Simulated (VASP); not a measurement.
An input for Quantum ESPRESSO's pw.x (written as the equivalent of a VASP run, and not itself run):

```
&CONTROL
  calculation = 'scf'
  pseudo_dir = './pseudo'
  outdir = './out'
  tprnfor = .true.
  tstress = .true.
/
&SYSTEM
  ibrav = 0
  nat = 4
  ntyp = 2
  ecutwfc = 84
  occupations = 'smearing'
  smearing = 'gaussian'
  degauss = 0.003675
  input_dft = 'pbe'
/
&ELECTRONS
  conv_thr = 7.3e-08
  electron_maxstep = 100
/
ATOMIC_SPECIES
  W 183.840 W.upf
  Ti 47.867 Ti.upf
CELL_PARAMETERS angstrom
    -1.9137890    1.9137890    4.2628580
     1.9137890   -1.9137890    4.2628580
     1.9137890    1.9137890   -4.2628580
ATOMIC_POSITIONS crystal
  W    0.5206720  0.5132260  0.0331670
  W    0.7538740  0.2381650  0.4941950
  W    0.2421300  0.7560470  0.4952590
  Ti  -0.0166760 -0.0074370 -0.0226210
K_POINTS automatic
  6 6 6 0 0 0
```

Translate this input to VASP (INCAR, KPOINTS, POSCAR, choice of POTCAR).

Several could match; the one computed here: 
File KPOINTS:
```
Automatic mesh
0
Gamma
6 6 6
0 0 0
```

POSCAR:
```
TiW3
1
   -1.9137890000     1.9137890000     4.2628580000
    1.9137890000    -1.9137890000     4.2628580000
    1.9137890000     1.9137890000    -4.2628580000
W Ti
3 1
Direct
  0.5206720000   0.5132260000   0.0331670000
  0.7538740000   0.2381650000   0.4941950000
  0.2421300000   0.7560470000   0.4952590000
 -0.0166760000  -0.0074370000  -0.0226210000
```

INCAR:
```
SYSTEM = TiW3
PREC = Accurate; ENCUT = 300; LREAL = .FALSE.
LASPH = .TRUE.
EDIFF = 1E-6; NELM = 100; ALGO = Normal
LMAXMIX = 6
ISMEAR = 0; SIGMA = 0.05
GGA = PE
ISIF = 2
LWAVE = .FALSE.; LCHARG = .FALSE.
```

POTCAR, in this order: W_sv Ti_sv (PBE.64 set). Program: vasp_std.

What does not carry over: the potentials are each code's own (VASP's PAW set, PseudoDojo norm-conserving files in pw.x), so ENCUT and ecutwfc are chosen apart and not converted; conv_thr bounds pw.x's estimated SCF error, while EDIFF bounds the energy change between steps.

The structure was generated: TiW3 was put into an ordered model structure, which need not be its known phase. The cell was not relaxed at this level, atoms are displaced from their ideal sites. The k-mesh is coarse (spacing up to 0.39 per Å, 2π included), so the numbers may not be converged in it.
